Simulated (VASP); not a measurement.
Input:

```yaml
crystal:
  lattice:
    - [1.65034, -5.31600, 0.00000]
    - [1.65034, 5.31600, 0.00000]
    - [0.00000, 0.00000, 4.46583]
  atoms:
    - { symbol: P, position: [0.90080, 0.09920, 0.08597] }
    - { symbol: P, position: [0.59920, 0.40080, 0.58597] }
    - { symbol: P, position: [0.09920, 0.90080, 0.91403] }
    - { symbol: P, position: [0.40080, 0.59920, 0.41403] }
```

Computed with r2SCAN+rVV10, VASP's PBE PAW potentials (set 64) (plane waves; VASP). Run with 400 eV cut-off, 11×11×8 Γ-centred mesh, tetrahedra with Blöchl corrections, potentials P.

Q: Give the energies of bands 4 to 13 at the high-symmetry points, in eV from the valence-band maximum.

A: 
| band | Γ | Y | C0 | Z | A0 | T | S | R |
|---|---|---|---|---|---|---|---|---|
| 4 | -7.42 | -6.51 | -9.97 | -9.38 | -11.10 | -10.07 | -10.83 | -11.22 |
| 5 | -5.28 | -6.11 | -6.20 | -4.99 | -6.73 | -3.71 | -5.98 | -6.17 |
| 6 | -5.10 | -5.86 | -5.75 | -4.99 | -6.73 | -3.71 | -5.98 | -6.17 |
| 7 | -4.52 | -4.67 | -4.08 | -3.67 | -5.12 | -3.00 | -3.74 | -5.80 |
| 8 | -3.15 | -2.74 | -3.76 | -3.67 | -5.12 | -3.00 | -3.74 | -5.80 |
| 9 | -2.98 | -1.81 | -2.99 | -1.75 | -2.07 | -2.07 | -2.95 | -2.16 |
| 10 | -1.58 | 0.00 | -2.63 | -1.75 | -2.07 | -2.07 | -2.95 | -2.16 |
| 11 | 0.54 | 0.02 | 0.82 | 1.51 | 1.83 | 1.44 | 0.74 | 1.67 |
| 12 | 1.10 | 0.75 | 0.83 | 1.51 | 1.83 | 1.44 | 0.74 | 1.67 |
| 13 | 1.94 | 2.26 | 1.13 | 2.78 | 3.56 | 2.69 | 1.37 | 3.74 |

The gap is direct, 0.02 eV, from the valence maximum at Y to the conduction minimum at Y.

The structure comes from a measured P entry (Cmce) of the Crystallography Open Database, whose conditions weren't checked. It was relaxed first.
